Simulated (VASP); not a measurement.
A VASP calculation is set up with these files.

### INCAR
```
SYSTEM = SnO
PREC = Accurate
ENCUT = 520
EDIFF = 1E-6
NELM = 100
ALGO = Normal
LREAL = .FALSE.
LASPH = .TRUE.
ISMEAR = 0
SIGMA = 0.05
GGA = PE
LMAXMIX = 4
LWAVE = .FALSE.
LCHARG = .FALSE.
ISIF = 2
```

**KPOINTS**
```
k-points along high-symmetry lines
6
Line-mode
Reciprocal
  0.000000   0.000000   0.000000 ! GAMMA
  0.000000   0.500000   0.000000 ! X

  0.000000   0.500000   0.000000 ! X
  0.500000   0.500000   0.000000 ! M

  0.500000   0.500000   0.000000 ! M
  0.000000   0.000000   0.000000 ! GAMMA

  0.000000   0.000000   0.000000 ! GAMMA
  0.500000   0.500000   0.500000 ! R

  0.500000   0.500000   0.500000 ! R
  0.000000   0.500000   0.000000 ! X

  0.500000   0.500000   0.500000 ! R
  0.500000   0.500000   0.000000 ! M
```

File POSCAR:
```
SnO
1
    2.8233190000     0.0000000000     0.0000000000
    0.0000000000     2.8233190000     0.0000000000
    0.0000000000     0.0000000000     2.8233190000
Sn O
1 1
Direct
  0.0000000000   0.0000000000   0.0000000000
  0.5000000000   0.5000000000   0.5000000000
```

POTCAR, in this order: Sn_d O (PBE.64 set). Program: vasp_std.

Output of the run:

standard output:
```
 POSCAR found type information on POSCAR SnO
 POSCAR found :  2 types and       2 ions
 Reading from existing POTCAR
 Reading from existing POTCAR
 LDA part: xc-table for (Slater+PW92), standard interpolation
 POSCAR, INCAR and KPOINTS ok, starting setup
 WAVECAR not read
 entering main loop
       N       E                     dE             d eps       ncg     rms          rms(c)
DAV:   1     0.143004708983E+03    0.14300E+03   -0.10799E+04  1046   0.249E+03
DAV:   2     0.458595501315E+00   -0.14255E+03   -0.13721E+03  1122   0.446E+02
DAV:   3    -0.941426358624E+01   -0.98729E+01   -0.96916E+01  1128   0.107E+02
DAV:   4    -0.959066057547E+01   -0.17640E+00   -0.17632E+00  1176   0.148E+01
DAV:   5    -0.959524579338E+01   -0.45852E-02   -0.45851E-02  1260   0.231E+00    0.814E+00
DAV:   6    -0.835880647096E+01    0.12364E+01   -0.90431E+00  1296   0.411E+01    0.471E+00
DAV:   7    -0.811811277132E+01    0.24069E+00   -0.96634E-01  1212   0.911E+00    0.137E+00
DAV:   8    -0.809992597593E+01    0.18187E-01   -0.81906E-02  1134   0.301E+00    0.273E-01
DAV:   9    -0.809930996286E+01    0.61601E-03   -0.38527E-03  1492   0.814E-01    0.202E-01
DAV:  10    -0.809888849049E+01    0.42147E-03   -0.11951E-03  1466   0.421E-01    0.689E-02
DAV:  11    -0.809906568177E+01   -0.17719E-03   -0.55602E-04  1162   0.243E-01    0.121E-01
DAV:  12    -0.809890119371E+01    0.16449E-03   -0.13983E-04  1262   0.117E-01    0.355E-02
DAV:  13    -0.809888708577E+01    0.14108E-04   -0.32022E-05  1212   0.498E-02    0.281E-03
DAV:  14    -0.809888727070E+01   -0.18493E-06   -0.16375E-06   832   0.110E-02
   1 F= -.80988873E+01 E0= -.80954317E+01  d E =-.691118E-02
```

**OUTCAR**
```
------------------------ aborting loop because EDIFF is reached ----------------------------------------
  FORCE on cell =-STRESS in cart. coord.  units (eV):
  Direction    XX          YY          ZZ          XY          YZ          ZX
  --------------------------------------------------------------------------------------
  Total        7.5727012      7.5727012      7.5727012     -0.0000000     -0.0000000      0.0000000
  in kB      539.1151649    539.1151649    539.1151649     -0.0000000     -0.0000000      0.0000000
  external PRESSURE =     539.1151649 kB  Pullay stress =       0.0000000 kB
  volume of cell :       22.51
      direct lattice vectors                 reciprocal lattice vectors
     2.823319000  0.000000000  0.000000000     0.354193061  0.000000000  0.000000000
     0.000000000  2.823319000  0.000000000     0.000000000  0.354193061  0.000000000
     0.000000000  0.000000000  2.823319000     0.000000000  0.000000000  0.354193061
 POSITION                                       TOTAL-FORCE (eV/Angst)
 -----------------------------------------------------------------------------------
      0.00000      0.00000      0.00000         0.000000      0.000000      0.000000
      1.41166      1.41166      1.41166         0.000000      0.000000      0.000000
 -----------------------------------------------------------------------------------
    total drift:                                0.000000      0.000000     -0.000000
  FREE ENERGIE OF THE ION-ELECTRON SYSTEM (eV)
  ---------------------------------------------------
  free  energy   TOTEN  =        -8.0988872707 eV

  energy  without entropy=       -8.0919760938  energy(sigma->0) =       -8.09543168
```
(Selected blocks of OUTCAR.)

Q: The run ends quietly. Is anything wrong with it?

A: The cause: a line-mode KPOINTS file was used for a self-consistent run. The run ends without an error. Against the sound run, the energy per atom (σ→0) increases by 0.258 eV/atom; the pressure drops by 8.16 GPa. To mend it, correct KPOINTS.
File KPOINTS:
```
Automatic mesh
0
Gamma
7 7 7
0 0 0
```
The mended run (PBE GGA, plane waves, VASP's PBE PAW potentials (set 64)) converges, and its OSZICAR ends with
```
   1 F= -.86129399E+01 E0= -.86114671E+01  d E =-.294566E-02
```

The structure was generated: SnO was put into the CsCl type (Pm-3m), which need not be its known phase. The cell was not relaxed at this level.
